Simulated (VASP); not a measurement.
A run of VASP 6.6.1 is set up as follows.

File POSCAR:

```
AlN
1.0
    0.0000000000      2.1888380000      2.1888380000
    2.1888380000      0.0000000000      2.1888380000
    2.1888380000      2.1888380000      0.0000000000
Al N
1 1
Direct
    0.0000000000      0.0000000000      0.0000000000
    0.7500000000      0.7500000000      0.7500000000
```

INCAR.step1

```
SYSTEM = AlN
  PREC = Accurate
  ENCUT = 420
  EDIFF = 1E-8
  ISMEAR = 0
  SIGMA = 0.01
  LREAL = .False.
  LASPH = .True.
  NELM = 60
  ALGO = Normal
  LWAVE = .True.
  LCHARG = .False.
  GGA = PE
```

INCAR.step2

```
SYSTEM = AlN
  PREC = Accurate
  ENCUT = 420
  EDIFF = 1E-8
  ISMEAR = 0
  SIGMA = 0.01
  LREAL = .False.
  LASPH = .True.
  NELM = 1
  ALGO = Exact
  LWAVE = .True.
  LCHARG = .False.
  GGA = PE
  NBANDS = 144
  LOPTICS = .True.
  ISTART = 1
```

Contents of INCAR.step3:

```
SYSTEM = AlN
  PREC = Accurate
  ENCUT = 420
  EDIFF = 1E-8
  ISMEAR = 0
  SIGMA = 0.01
  LREAL = .False.
  LASPH = .True.
  ALGO = EVGW0
  LWAVE = .False.
  LCHARG = .False.
  GGA = PE
  NELMGW = 1
  NBANDS = 144
  ENCUTGW = 200
  NOMEGA = 60
  PRECFOCK = Fast
  ISTART = 1
  NBANDSGW = 12
```

File KPOINTS:

```
regular mesh
0
Gamma
  6 6 6
  0 0 0
```

Potentials or basis: VASP PAW PBE potentials, release 64 (Al_GW, N_GW).

Command:

```console
$ cat potpaw_PBE.64/Al_GW/POTCAR potpaw_PBE.64/N_GW/POTCAR > POTCAR
$ cp INCAR.step1 INCAR
$ mpirun -np 1 vasp_std > vasp.out
$ cp INCAR.step2 INCAR
$ mpirun -np 1 vasp_std > vasp.out
$ cp INCAR.step3 INCAR
$ mpirun -np 1 vasp_std > vasp.out
```

**Question.** Estimate the quasiparticle gap.

**Answer.** 4.72 eV.

**Question.** Estimate the least direct quasiparticle gap.

**Answer.** 5.76 eV.

**Question.** What does it give for the band gap on the k mesh, mean-field level?

**Answer.** 3.30 eV, indirect (least direct gap 4.12 eV).

Caveat: bands, screening cutoff and mesh are small and nothing is extrapolated, so the quasiparticle values aren't converged. A k mesh can miss the band edges.
